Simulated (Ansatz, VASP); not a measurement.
## SrHf2O5: VASP beside Ansatz

```xyz
8
Lattice="2.0474 -6.7061 0.0000 2.0474 6.7061 0.0000 0.0000 0.0000 4.0873" Properties=species:S:1:pos:R:3 pbc="T T T"
Sr    0.0000    0.0000    0.0000
Hf    2.0474   -2.0770    2.0437
Hf    2.0474    2.0770    2.0437
O     2.0474   -1.7645    0.0000
O     2.0474    4.2869    2.0437
O     2.0474   -4.2869    2.0437
O     2.0474    1.7645    0.0000
O     2.0474    0.0000    2.0437
```

Alike in both runs: functional PBE; k mesh 3 × 3 × 3; occupations gaussian, width 0.15 eV; no spin polarisation.

Ansatz relaxed the structure, and its values are those at the end. VASP's run is a single point on that final structure, the one shown.

|  | VASP | Ansatz |
| --- | --- | --- |
| version | VASP 6.6.1 | Ansatz 0.2.0 |
| potentials or method | VASP PAW PBE potentials, release 64 (Sr_sv, Hf_pv, O) | scalar-relativistic, plane waves, PAW |
| plane-wave cutoff (eV) | 520 | 420 |
| valence electrons in the cell | 60 | 92 |

```csv
,VASP,Ansatz,Ansatz less VASP
gap on the k mesh at the Fermi level (eV),3.58,3.62,+0.032
least direct gap on the mesh (eV),3.62,3.62,-0.006
pressure (GPa),-1.3,0.4,+1.71
rms of the force components (eV/Å),0.021,0.012,-0.0090
```

The functional is the same, so the differences come from potentials, cutoffs and numerics. The two sets of potentials don't hold the same shells in valence.

Caveats: the k mesh is coarse (spacing up to 0.53 Å⁻¹), so the values aren't converged; spin-orbit coupling is left out, which moves the levels of the heavy elements; an odd mesh through Γ misses points on the zone boundary, where band edges often lie. A hybrid or GW would open this gap; PBE tends to underestimate it.
